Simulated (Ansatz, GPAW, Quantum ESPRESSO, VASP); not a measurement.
# PW (Pnma, 8 atoms in the cell) computed with different codes at matched settings

Self-consistent single point.

```xyz
8
Lattice="5.7417 0.0000 0.0000 0.0000 3.2706 0.0000 0.0000 0.0000 6.2033" Properties=species:S:1:pos:R:3 pbc="T T T"
P      1.8051     2.4530     3.5225
P      3.9366     0.8177     2.6808
P      1.0658     0.8177     0.4208
P      4.6759     2.4530     5.7825
W      5.6630     2.4530     1.9403
W      0.0787     0.8177     4.2630
W      2.9496     0.8177     5.0419
W      2.7921     2.4530     1.1614
```

Shared settings, as Ansatz (a program for electronic structure) writes them: kpoints.mp_grid.grid = 2 4 2; scf.occupations.method = gaussian; scf.occupations.width = 0.136 eV. Potentials and cutoffs stand in the table.

```json
[
 {"code": "VASP", "model": "PBEsol, VASP's PBE PAW potentials (set 64)", "pressure (GPa)": "-4.45", "largest force (eV/Å)": "0.037", "cutoff": "300 eV"},
 {"code": "GPAW", "model": "PBEsol, GPAW PAW datasets PBEsol (made by gpaw-setup)", "pressure (GPa)": "-3.99", "largest force (eV/Å)": "0.047", "cutoff": "600 eV"},
 {"code": "Quantum ESPRESSO", "model": "PBEsol, PseudoDojo standard norm-conserving (PBESOL) pseudopotentials", "pressure (GPa)": "-4.13", "largest force (eV/Å)": "0.033", "cutoff": "75 Ry"},
 {"code": "Ansatz", "model": "PBEsol, PAW files made with PBE", "pressure (GPa)": "-4.21", "largest force (eV/Å)": "0.036", "cutoff": "default"}
]
```

Size of the force on each atom (eV/Å): Sizes of forces hide their directions.

```tsv
code	P1	P2	P3	P4	W5	W6	W7	W8
VASP	0.037	0.037	0.037	0.037	0.034	0.034	0.034	0.034
GPAW	0.031	0.031	0.031	0.031	0.047	0.047	0.047	0.047
Quantum ESPRESSO	0.030	0.030	0.030	0.030	0.033	0.033	0.033	0.033
Ansatz	0.031	0.031	0.031	0.031	0.036	0.036	0.036	0.036
```

On Ansatz's run: spin-orbit coupling is off. Spin polarisation is off.

The spread over the programs that give each value: pressure within 0.46 GPa; largest force within 0.014 eV/Å.

Ansatz's pressure is given at a fixed set of plane waves, as the other plane-wave codes print theirs; with its correction for the finite basis it is -4.16 GPa.

On the base mesh (3 6 3) the same programs gave: GPAW pressure -3.49 GPa; Quantum ESPRESSO pressure -3.59 GPa; Ansatz pressure -3.67 GPa; VASP pressure -3.91 GPa.

The values differ from the base mesh's, so the mesh still matters here: the table compares the programs at equal settings.

VASP's run is marked for a possible Pulay error in its stress at this cutoff; no cutoff test was made.

The starting cell comes from a database of computed structures (which also holds hypothetical and non-ambient phases and stackings), without a prior relaxation at this level.

Left out of this page: CP2K (on another mesh).

Keys are those of Ansatz 0.2.
